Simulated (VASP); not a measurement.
Wanted: the native input for a VASP 6.6.1 run.

```
Task                   : relaxation of cell and atoms
Functional             : LDA
Potentials or basis    : VASP PAW LDA potentials, release 64 (Br)
Cutoff                 : 600 eV
k mesh                 : 8 × 8 × 4
Occupations            : gaussian, width 0.03 eV
Spin                   : no spin polarisation
Further INCAR settings : ALGO = Normal; EDIFF = 1e-06; IBRION = 2; EDIFFG = -0.01; NSW = 90; ISIF = 3
```

The structure of Br lies in POSCAR:

```
Br
1.0
    3.3632500000     -2.3225500000      0.0000000000
    3.3632500000      2.3225500000      0.0000000000
    0.0000000000      0.0000000000      8.7023000000
Br
4
Direct
    0.8651000000      0.1349000000      0.1099000000
    0.6349000000      0.3651000000      0.6099000000
    0.1349000000      0.8651000000      0.8901000000
    0.3651000000      0.6349000000      0.3901000000
```

The input as run:

INCAR

```
ALGO     = Normal         # electronic algorithm
EDIFF    = 1E-6           # SCF threshold, eV
EDIFFG   = -0.01          # ionic threshold
ENCUT    = 600            # plane-wave cutoff, eV
GGA      = CA             # functional
IBRION   = 2              # ionic algorithm
ISIF     = 3              # what is computed and relaxed
ISMEAR   = 0              # smearing method
LASPH    = T              # aspherical terms in the spheres
LCHARG   = F              # write CHGCAR
LREAL    = F              # projectors in reciprocal space
LWAVE    = F              # write WAVECAR
NELM     = 80             # most SCF steps
NSW      = 90             # ionic steps
PREC     = Accurate       # precision mode
SIGMA    = 0.03           # smearing width, eV
```

KPOINTS

```
k-points
0
Gamma
  8 8 4
```

Potentials or basis: VASP PAW LDA potentials, release 64 (Br).

Launch:

```console
$ cat potpaw_LDA.64/Br/POTCAR > POTCAR
$ mpirun -np 1 vasp_std > vasp.out
```

Results of the run:

| Quantity | Value |
| --- | --- |
| Relaxed volume | 27.52 Å³/atom |
| Relaxed cell | a = 3.866 Å, b = 3.866 Å, c = 8.417 Å, α = 90.00°, β = 90.00°, γ = 61.03° |
| Space group after relaxing (to 0.05 Å) | Cmce (No. 64) |
| Energy gained by relaxing | 110.6 meV/atom |
| Ionic steps | 26 |
| Pressure after relaxing | 0.0 GPa |
| Band gap on the k mesh | 1.06 eV, indirect (least direct gap 1.27 eV) |

Caveat: the volume moved by over 15 % at a fixed basis, so the end points are rough; the volume moved by -19 % from the deposited cell, more than functionals usually miss.

Run time: 38 min on 1 thread of Intel(R) Xeon(R) Platinum 8259CL CPU @ 2.50GHz (Skylake/Cascade Lake), with other jobs on the host, peak memory 0.35 GiB.
